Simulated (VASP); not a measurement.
Input:

```yaml
crystal:
  lattice:
    - [0.00000, 3.22064, 3.22064]
    - [3.22064, 0.00000, 3.22064]
    - [3.22064, 3.22064, 0.00000]
  atoms:
    - { symbol: Te, position: [0.50000, 0.50000, 0.50000] }
    - { symbol: Pb, position: [0.00000, 0.00000, 0.00000] }
```

All values below come from PBEsol GGA, VASP's PBE PAW potentials (set 64) (plane waves; VASP). Numerical set-up: 400 eV cut-off, Gaussian smearing of 0.050 eV, potentials Te Pb_d.

Unless said otherwise, spin-orbit coupling is left out, though it shifts the bands of the heavy elements here.

Problem. Predict the band gap (along the path) with the smallest direct gap where there is one.

Solution. 
- band gap (along the path): 0.65 eV
- smallest direct gap (along the path): 0.65 eV

The absolute energy has meaning only against runs of the same code, potentials and settings.

The compound is PbTe in the rock salt structure. It was relaxed first.
